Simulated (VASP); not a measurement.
# Uniaxial [001] strain of fcc Pd at PBEsol: Young's modulus, Poisson's ratio and the limit of linear elasticity

The decision to be served is the working strain of a force gauge made from a dislocation-free Pd whisker, loaded along [001] at room temperature and read with a single elastic constant. The brief, set here by choice, asks for a stress of at least 0.7 GPa in magnitude and a departure from the linear law of at most 5 %. Among strains that meet both, the smallest departure is preferred. The whisker has a cross-section of 1 µm² when unloaded.

The calculation supplies the transverse strain, the axial stress and the strain energy per atom for imposed strains from −2 % to +2 %. Strains and energies are measured against the crystal relaxed with PBEsol, and tension is positive. The linear law is defined by the two rows at ±0.5 %.

## Calculations

The start is an entry of the ASE's table of reference states database. The crystal was relaxed with PBEsol. Strain is imposed along [001]; the strain across the axis is adjusted until the stress across it vanishes, and the atoms are relaxed with PBEsol. VASP 6.6.1, plane waves with PAW, cutoff 450 eV, no spin polarisation, no spin-orbit coupling, k mesh 26×26×26, static lattice. The same in all rows: band gap on the k mesh at PBEsol: 0.000 eV.

Notes on method and selection:

- Runs that did not converge, have known faults or may not be shown are not listed, and runs on Ansatz's PAW sets soft_1 and soft_2 are kept to separate tables.

Columns:

- strain (%): strain along the axis (tension positive).
- transverse strain (%): strain across the axis.
- stress (GPa): stress along the axis, tension positive.
- strain energy (meV/atom): energy per atom above the relaxed crystal.

Input lines of one member:

```
PREC = Accurate
ENCUT = 450
EDIFF = 1E-07
NELM = 120
ISMEAR = 1
SIGMA = 0.15
LREAL = .FALSE.
ALGO = Normal
GGA = PS
NBANDS = 11
LASPH = .TRUE.
LORBIT = 11
KPAR = 2
IBRION = 1
NSW = 25
```

Command (options for logging and memory left out): `mpirun -np 2 vasp_std`

## The series

| member | strain (%) | transverse strain (%) | stress (GPa) | strain energy (meV/atom) |
| --- | --- | --- | --- | --- |
| −2 % | −2.0 | 0.898 | −1.586 | 1.505 |
| −1.5 % | −1.5 | 0.664 | −1.234 | 0.8548 |
| −1 % | −1.0 | 0.437 | −0.848 | 0.3888 |
| −0.5 % | −0.5 | 0.215 | −0.437 | 0.09862 |
| 0 % | 0.0 | 0.000 | 0.006 | 1.00×10⁻⁵ |
| +0.5 % | 0.5 | −0.212 | 0.461 | 0.1022 |
| +1 % | 1.0 | −0.417 | 0.938 | 0.4130 |
| +1.5 % | 1.5 | −0.618 | 1.429 | 0.9382 |
| +2 % | 2.0 | −0.815 | 1.928 | 1.683 |

Least-squares fits to the whole series, with x = strain (%); R² and errors in the fitted variable (y, or ln y where the fit is in ln y):

| y | members | fit | R² | rms residual | leave-one-out rms | the same for the mean of the others |
| --- | --- | --- | --- | --- | --- | --- |
| transverse strain (%) | 9 | y = 0.01689 − 0.4278 x | 1.00 | 0.015 | 0.022 | 0.62 |
| stress (GPa) | 9 | y = 0.07300 + 0.8838 x | 1.00 | 0.062 | 0.089 | 1.3 |

## Reading the trend

Stress rises with strain throughout the series, while the transverse strain falls. The rows at ±0.5 % give a Young's modulus of (0.461 + 0.437) / 1.0 = 0.898 GPa per %, or 0.898 × 100 = 89.8 GPa, and a Poisson's ratio of (0.215 + 0.212) / 1.0 = 0.427.

For a cubic crystal loaded along [001], these two numbers fix the bulk modulus B = E / [3(1 − 2ν)] and the tetragonal shear modulus C′ = E / [2(1 + ν)]. With 1 − 2 × 0.427 = 0.146 and 1 + 0.427 = 1.427, they are B = 89.8 / (3 × 0.146) = 205 GPa and C′ = 89.8 / (2 × 1.427) = 31.5 GPa. From C₁₁ = B + 4C′/3 and C₁₂ = B − 2C′/3 it follows that C₁₁ is 205 + 4 × 31.5 / 3 = 247 GPa and C₁₂ is 205 − 2 × 31.5 / 3 = 184 GPa. C₄₄ does not enter this deformation. Because B is much larger than C′, the crystal changes shape more readily than volume, which is why Poisson's ratio lies close to 0.5. With one atom per primitive cell there is no internal displacement to soften the response.

The slope is not constant. Between neighbouring rows it grows from (1.586 − 1.234) / 0.5 = 0.704 GPa per % at the compressed end to (1.928 − 1.429) / 0.5 = 0.998 GPa per % at the stretched end. The bond lengths suggest why. At +2 % the four neighbours in the transverse plane move closer by 0.815 %; at −2 % the eight out-of-plane neighbours move closer by only about (2.0 − 0.898) / 2 = 0.55 %. The most strongly squeezed bonds therefore occur in tension, and repulsion steepens at short distance. Symmetry points the same way: compression along [001] leads fcc towards bcc, where the uniaxial stress must vanish again.

The strain energy follows suit, at 1.683 meV/atom for +2 % against 1.505 for −2 %.

## Outliers

Largest departures from the fit to the whole series:

| member | transverse strain (%) | fit | computed − fit | in rms residuals |
| --- | --- | --- | --- | --- |
| −2 % | 0.898 | 0.872 | +0.026 | 1.7 |
| +2 % | −0.815 | −0.839 | +0.024 | 1.5 |
| 0 % | 0.000 | 0.017 | −0.017 | 1.1 |
| −0.5 % | 0.215 | 0.231 | −0.016 | 1.0 |

The largest departures from the straight line for transverse strain are curvature, not faulty rows: both ends lie above the line and the centre below it. Part of this is geometry, since a cell of strictly constant volume would also bend upwards at both ends. The fitted stress intercept of 0.073 GPa likewise comes from curvature, here that of the stress; the unstrained row itself carries only 0.006 GPa, a remnant of the cell relaxation.

Stress and energy support each other. In the linear law the volume per atom is 2U / (σε), with 1 meV = 0.1602 GPa Å³. Averaged over the two signs of strain, the energy and the size of the stress are (0.09862 + 0.1022) / 2 = 0.1004 meV/atom and (0.437 + 0.461) / 2 = 0.449 GPa at 0.5 %, and (1.505 + 1.683) / 2 = 1.594 meV/atom and (1.586 + 1.928) / 2 = 1.757 GPa at 2 %. The volumes are then 2 × 0.1004 × 0.1602 / (0.449 × 0.005) = 14.3 Å³ and 2 × 1.594 × 0.1602 / (1.757 × 0.02) = 14.5 Å³. The rows can be trusted as a series, although the smearing of 0.15 eV could shift all moduli together, because the Fermi level of Pd lies near a steep edge of the d band.

## Choosing a member

The departure from linearity is d = σ / (0.898 ε) − 1, with σ in GPa and ε in %. The residual 0.006 GPa of the unstrained row is not subtracted. By symmetry it acts equally on all faces of the cubic cell, and relaxing the transverse stress, as in the strained rows, leaves only the fraction 1 − 2ν of it along the axis, or 0.006 × 0.146 = 0.001 GPa.

The rows at ±0.5 % are linear to 0.461 / 0.449 − 1 = 2.7 % but reach only 0.461 and 0.437 GPa in magnitude, so they fail the stress requirement. At +1 % the departure is 0.938 / 0.898 − 1 = 4.5 %, which passes; at −1 % its magnitude is 1 − 0.848 / 0.898 = 5.6 %, which narrowly fails. The rows at ±1.5 % and ±2 % depart further from the linear law and fail as well, the smallest departure among them being 1.429 / (0.898 × 1.5) − 1 = 6.1 % at +1.5 %.

The force is F = σA₀(1 + e)², where A₀ is the unloaded cross-section, e the transverse strain as a fraction, and 1 GPa µm² = 1 mN. At +1 % this gives 0.938 × 1 × (1 − 0.417 / 100)² = 0.930 mN, and at −1 % it gives 0.848 × 1 × (1 + 0.437 / 100)² = 0.855 mN in compression. The departures above refer to the true stress, on the current cross-section. The force departs less from a linear law, because the cross-section shrinks in tension and grows in compression: by 0.930 / 0.898 − 1 = 3.6 % at +1 %, 1 − 0.855 / 0.898 = 4.8 % at −1 % and 1.429 × (1 − 0.618 / 100)² / (0.898 × 1.5) − 1 = 4.8 % at +1.5 %. Judged by force, all three would pass, and +1 % would still have the smallest departure.

PBEsol moduli of transition metals are in error by roughly 10 %, in either direction, and warming from the static lattice to room temperature may soften the metal by roughly another 10 %. If both reduce the stress, +1 % retains 0.938 × 0.9 × 0.9 = 0.76 GPa and still passes, whereas −1 % retains 0.848 × 0.9 × 0.9 = 0.69 GPa and just fails. A common scale error in the stress cancels in d; an error in the curvature does not.

The pick is +1 %, the only row that meets both requirements in true stress and the one with the smallest departure if force is used instead. The nearest alternative, −1 %, narrowly misses the linearity limit in true stress, and a slender whisker may buckle under compression. The pick would be overturned if the real stress were more than 1 − 0.7 / 0.938 = 25 % below the computed one, or if the real curvature took the departure at +1 % beyond 5 %.

## Conclusions and limits

For Pd along [001] at PBEsol, one Young's modulus describes the computed stress to within 5 % at tensile strains up to 1 %, and to within 6 % at compressive strains of the same size. At 2 % it underestimates the tensile stress and overestimates the compressive one. A straight-line fit with R² of 1.00 does not reveal this; the slopes between neighbouring rows do.

The largest omitted effect is plastic flow. Pure, annealed bulk fcc metals typically yield at roughly 0.1 GPa or less, well below even the stresses computed at ±0.5 %. Dislocations thus lower the attainable stress by far more than the elastic nonlinearity changes it, and the working strain chosen here applies only to a crystal nearly free of them.

[Logs are printed without paths, hosts, clocks, repeated set-up lines and the standing remarks that a program may print on its own settings, such as how far it seeks lower states.]
